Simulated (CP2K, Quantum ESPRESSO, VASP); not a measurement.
## One calculation of Mn, 3 ways

```
Mn
1.0
     2.61432    0.00000    0.00000
     0.00000    2.61432    0.00000
     0.00000    0.00000   23.80000
Mn
1
Cartesian
  0.0000 0.0000 7.0001
```

Alike in all runs: functional PBE; k mesh 10 × 10 × 1; occupations fermi-dirac, width 0.05 eV; collinear spin, ferromagnetic start; no spin-orbit coupling.

```csv
program and potentials,plane-wave cutoff (eV),notes,band gap (eV),net moment per atom (μB)
"Quantum ESPRESSO, PseudoDojo 0.4.1 SR PBE standard",1306,15 valence electrons an atom on average,no gap,4.34
"CP2K, GTH_POTENTIALS Mn GTH-PBE-q15; TZVP-MOLOPT-SR-GTH basis",-,atomic basis; 15 valence electrons an atom on average,-,4.38
"VASP, PBE PAW files Mn_pv, 520 eV",520,13 valence electrons an atom on average,no gap,4.32
```

None finds a gap. The net moment per atom spans 4.32 (VASP, PBE PAW files Mn_pv, 520 eV) to 4.38 μB (CP2K, GTH_POTENTIALS Mn GTH-PBE-q15; TZVP-MOLOPT-SR-GTH basis). The state is the one that the start led to, which needn't be the lowest. Rows in atomic bases carry the error of their basis and grid, which can be large.

Differences between rows come from potentials, basis sets and numerical settings, since the functional is the same but for its coding. Runs on potential files found faulty are left out.
